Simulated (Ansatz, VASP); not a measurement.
**Cross-check of AlGaAs2 ([001] superlattice of 1 + 1 monolayers (invented)) between VASP and Ansatz**

One calculation is typed for both programs; each brings its own data sets. How far apart do they land? The cell is generated by rule, not measured, and may not be a known phase. The cell is taken from a series of runs on this material, whose earlier steps may have relaxed, scaled, displaced or heated it; both programs get it as it stands.

Method: plane waves, with VASP 6.6.1 beside it; relaxation of cell and atoms at r2SCAN, in Ansatz 0.2.0.

## Step 1: Starting point

The structure is tetragonal, space group P-4m2 (No. 115). Conventional cell: a = 4.015 Å, b = 4.015 Å, c = 5.661 Å, α = 90.00°, β = 90.00°, γ = 90.00°. Nearest to Ga lie 4 As at 2.46 Å. Nearest to As lie 2 Al at 2.45 Å and 2 Ga at 2.46 Å. Nearest to Al lie 4 As at 2.45 Å. Farther neighbours are not listed.

## Step 2: VASP: relaxation of cell and atoms, r2SCAN, pair 1

The relaxed volume is the usual yardstick between codes: in a stiff, nearly cubic crystal its relative difference is about their pressure difference at one cell divided by the bulk modulus.

Lines of VASP's logs that name or quote its potential files are left out, and so is its time.

INCAR reads:

```
SYSTEM = AlGaAs2
PREC = Accurate
ENCUT = 550
EDIFF = 1E-07
NELM = 120
ISMEAR = 0
SIGMA = 0.01
LREAL = .FALSE.
ALGO = Normal
METAGGA = R2SCAN
LASPH = .TRUE.
NBANDS = 19
LORBIT = 11
LWAVE = .FALSE.
LCHARG = .FALSE.
ISIF = 3
IBRION = 2
NSW = 80
EDIFFG = -0.005
GGA_COMPAT = .FALSE.
NELMIN = 4
EFERMI = MIDGAP
LMIXTAU = .TRUE.
KPAR = 2
```

POSCAR reads:

```
AlGaAs2
1.0
    4.0147840000      0.0000000000      0.0000000000
    0.0000000000      4.0147840000      0.0000000000
    0.0000000000      0.0000000000      5.6606920000
Ga As Al
1 2 1
Direct
    0.0000000000      0.0000000000      0.0000000000
    0.0000000000      0.5000000000      0.2506820721
    0.5000000000      0.0000000000      0.7493179279
    0.5000000000      0.5000000000      0.5000000000
```

KPOINTS reads:

```
Automatic mesh
0
Gamma
6 6 4
0 0 0
```

Potentials, in the order of the species: Ga_d, As and Al (PBE family, release 64).

On the command line:

```console
$ mpirun -np 2 vasp_std
```

Numbers of over 12 decimals in the logs are rounded to 6 here.

Log:

```text
[banner, memory and clock lines left out]
running    2 mpi-ranks, on    1 nodes
 distrk:  each k-point on    1 cores,    2 groups
 distr:  one band on    1 cores,    1 groups

 POSCAR found type information on POSCAR GaAsAl
 POSCAR found :  3 types and       4 ions
|                                                                             |
|               ----> ADVICE to this user running VASP <----                  |
|                                                                             |
|     You enforced a specific xc type in the INCAR file but a different       |
|     [... a line on the potential file left out ...]
|     I HOPE YOU KNOW WHAT YOU ARE DOING!                                     |
|                                                                             |

 LDA part: xc-table for (None), standard interpolation
 POSCAR, INCAR and KPOINTS ok, starting setup
 FFT: planning ... GRIDC
 FFT: planning ... GRID_SOFT
 FFT: planning ... GRID
 WAVECAR not read
 entering main loop
       N       E                     dE             d eps       ncg     rms          rms(c)
DAV:   1     0.117671693030E+03    0.11767E+03   -0.12532E+04  1146   0.162E+03
DAV:   2    -0.366487329401E+02   -0.15432E+03   -0.14874E+03  1247   0.352E+02
DAV:   3    -0.525641856270E+02   -0.15915E+02   -0.15669E+02  1392   0.957E+01
DAV:   4    -0.530369137384E+02   -0.47273E+00   -0.47155E+00  1364   0.163E+01
DAV:   5    -0.530469228359E+02   -0.10009E-01   -0.10006E-01  1479   0.234E+00    0.539E+00
DAV:   6    -0.506113025239E+02    0.24356E+01   -0.12279E+00  1500   0.153E+01    0.297E+00
DAV:   7    -0.490516460445E+02    0.15597E+01   -0.55487E-01  1200   0.594E+00    0.152E+00
DAV:   8    -0.496969784224E+02   -0.64533E+00   -0.62506E-01  1200   0.523E+00    0.537E-01
DAV:   9    -0.495169437940E+02    0.18003E+00   -0.10301E-01  1152   0.258E+00    0.365E-01
DAV:  10    -0.497068073941E+02   -0.18986E+00   -0.87570E-02  1155   0.196E+00    0.130E-01
DAV:  11    -0.497246145527E+02   -0.17807E-01   -0.14422E-02  1255   0.981E-01    0.109E-01
DAV:  12    -0.497256766706E+02   -0.10621E-02   -0.86003E-04  1319   0.289E-01    0.734E-02
DAV:  13    -0.497255883862E+02    0.88284E-04   -0.36285E-04  1298   0.186E-01    0.428E-02
DAV:  14    -0.497261210033E+02   -0.53262E-03   -0.83470E-04  1176   0.249E-01    0.111E-02
DAV:  15    -0.497264132094E+02   -0.29221E-03   -0.14889E-04  1252   0.120E-01    0.871E-03
DAV:  16    -0.497263300456E+02    0.83164E-04   -0.50575E-05  1187   0.772E-02    0.597E-03
DAV:  17    -0.497264236482E+02   -0.93603E-04   -0.53937E-05  1191   0.782E-02    0.174E-03
DAV:  18    -0.497264251006E+02   -0.14525E-05   -0.35086E-06  1284   0.193E-02    0.159E-03
DAV:  19    -0.497264250774E+02    0.23251E-07   -0.13074E-06  1275   0.933E-03    0.728E-04
DAV:  20    -0.497264259824E+02   -0.90503E-06   -0.62084E-07  1230   0.663E-03    0.330E-04
DAV:  21    -0.497264260755E+02   -0.93151E-07   -0.76013E-08   902   0.282E-03
   1 F= -.49726426E+02 E0= -.49726426E+02  d E =-.497264E+02
[...]
2 F= -.49726437E+02 E0= -.49726437E+02  d E =-.107219E-04
[...]
3 F= -.49726442E+02 E0= -.49726442E+02  d E =-.155145E-04
[...]
4 F= -.49726440E+02 E0= -.49726440E+02  d E =-.139597E-04
 curvature:  -0.07 expect dE=-0.719E-06 dE for cont linesearch -0.108E-08
 trial: gam= 0.17695 g(F)=  0.575E-05 g(S)=  0.512E-05 ort =-0.105E-05 (trialstep = 0.973E+00)
 search vector abs. value=  0.126E-04
 bond charge predicted
       N       E                     dE             d eps       ncg     rms          rms(c)
DAV:   1    -0.497264499944E+02   -0.99965E-05   -0.36106E-04  1314   0.178E-01    0.149E-02
DAV:   2    -0.497264483757E+02    0.16187E-05   -0.26186E-05  1524   0.666E-02    0.769E-03
DAV:   3    -0.497264476925E+02    0.68318E-06   -0.30955E-06  1556   0.235E-02    0.231E-03
DAV:   4    -0.497264476845E+02    0.79854E-08   -0.86515E-07  1244   0.961E-03
   5 F= -.49726448E+02 E0= -.49726448E+02  d E =-.764929E-05
 trial-energy change:   -0.000008  1 .order   -0.000006   -0.000010   -0.000001
 step:   1.0334(harm=  1.1091)  dis= 0.00053  next Energy=   -49.726448 (dE=-0.769E-05)
 reached required accuracy - stopping structural energy minimisation
```

Parts of OUTCAR (step 2):

```text
ion  position               nearest neighbor table
   1  0.000  0.000  0.000-   2 2.46   3 2.46   2 2.46   3 2.46
   2  0.000  0.500  0.251-   4 2.45   4 2.45   1 2.46   1 2.46
   3  0.500  0.000  0.749-   4 2.45   4 2.45   1 2.46   1 2.46
   4  0.500  0.500  0.500-   2 2.45   3 2.45   3 2.45   2 2.45

  LATTYP: Found a simple tetragonal cell.
 ALAT       =     4.0147840000
 C/A-ratio  =     1.4099617813

 Subroutine GETGRP returns: Found  8 space group operations
 (whereof  8 operations were pure point group operations)

The static configuration has the point symmetry D_2d.

 Found     30 irreducible k-points:

   k-points           NKPTS =     30   k-points in BZ     NKDIM =     30   number of bands    NBANDS=     19

   dimension x,y,z NGX =    32 NGY =   32 NGZ =   48
   dimension x,y,z NGXF=    64 NGYF=   64 NGZF=   96

   ENCUT  =  550.0 eV  40.42 Ry    6.36 a.u.   7.68  7.68 10.82*2*pi/ulx,y,z

   NELECT =      26.0000    total number of electrons

 k-points in reciprocal lattice and weights: Automatic mesh
   0.00000000  0.00000000  0.00000000       0.007
   0.16666667  0.00000000  0.00000000       0.028
   0.33333333  0.00000000  0.00000000       0.028
   0.50000000  0.00000000  0.00000000       0.014
   0.16666667  0.16666667  0.00000000       0.028
   0.33333333  0.16666667  0.00000000       0.056
   0.50000000  0.16666667  0.00000000       0.028
   0.33333333  0.33333333  0.00000000       0.028
   0.50000000  0.33333333  0.00000000       0.028
[...]
0.50000000  0.33333333  0.50000000       0.028
   0.50000000  0.50000000  0.50000000       0.007

 average (electrostatic) potential at core
       1 -71.1322       2 -54.5594       3 -54.5594       4 -79.4726

 E-fermi :   4.3133

 k-point     1 :       0.0000    0.0000    0.0000
  band No.  band energies     occupation
    ...
      9       1.0950      2.00000
     10       1.0950      2.00000
     11       3.5576      2.00000
     12       3.5858      2.00000
     13       3.5858      2.00000
     14       5.1191      0.00000
     15       5.4309      0.00000
     16       6.1676      0.00000
     17       7.9519      0.00000
     18       7.9558      0.00000
    ...

 k-point     2 :       0.1667    0.0000    0.0000
  band No.  band energies     occupation
    ...
      9       0.3074      2.00000
     10       1.2797      2.00000
     11       1.9144      2.00000
     12       2.9881      2.00000
     13       3.4931      2.00000
     14       5.7146      0.00000
     15       6.4597      0.00000
     16       7.3981      0.00000
     17       8.0644      0.00000
     18       8.1546      0.00000
    ...

 k-point     3 :       0.3333    0.0000    0.0000
  band No.  band energies     occupation
    ...
      9      -0.2199      2.00000
     10      -0.0300      2.00000
     11       1.6955      2.00000
     12       1.7924      2.00000
     13       3.1375      2.00000
     14       6.3141      0.00000
     15       7.1565      0.00000
     16       8.6258      0.00000
     17       8.7522      0.00000
     18       9.7694      0.00000
    ...

  Total        0.0033384      0.0033384     -0.0020643      0.0000000      0.0000000     -0.0000000
  in kB        0.0585724      0.0585724     -0.0362185      0.0000000      0.0000000     -0.0000000
  external PRESSURE =       0.0269754 kB  Pullay stress =       0.0000000 kB

  energy-cutoff  :      550.00
  volume of cell :       91.32
      direct lattice vectors                 reciprocal lattice vectors
     4.016140400  0.000000000  0.000000000     0.248995279  0.000000000 -0.000000000
     0.000000000  4.016140400  0.000000000     0.000000000  0.248995279  0.000000000
     0.000000000  0.000000000  5.661653525    -0.000000000  0.000000000  0.176626845

 POSITION                                       TOTAL-FORCE (eV/Angst)
 -----------------------------------------------------------------------------------
      0.00000      4.01614      5.66165        -0.000000      0.000000      0.000000
      0.00000      2.00807      1.42047         0.000000     -0.000000      0.001251
      2.00807      0.00000      4.24118        -0.000000     -0.000000     -0.001251
      2.00807      2.00807      2.83083         0.000000     -0.000000      0.000000
 -----------------------------------------------------------------------------------
    total drift:                                0.000000      0.000000      0.000000

  FREE ENERGIE OF THE ION-ELECTRON SYSTEM (eV)
  ---------------------------------------------------
  free  energy   TOTEN  =       -49.7264476845 eV

  energy  without entropy=      -49.7264476845  energy(sigma->0) =      -49.72644768

 reached required accuracy - stopping structural energy minimisation

 total charge
# of ion       s       p       d       tot
------------------------------------------
    1        0.842   0.776   9.998  11.616
    2        1.195   1.683   0.028   2.907
    3        1.195   1.683   0.028   2.907
    4        0.401   0.380   0.000   0.781
--------------------------------------------------
tot          3.634   4.523  10.054  18.211

[... 3 further parts left out ...]
```

The run keeps the 8 symmetry operations of its start, so it cannot find a distortion of lower symmetry.

(Part 1 of 2 ends here.)

[Lines on the potential files, build, host, timing and source positions are cut from VASP's logs without a mark.]

[Logs are printed without paths, hosts, clocks, repeated set-up lines and the standing remarks that a program may print on its own settings, such as how far it seeks lower states.]

[Hosts, paths, dates, database ids (printed as entryN), source tags and the programs' standing remarks are cut or masked in the printed files.]
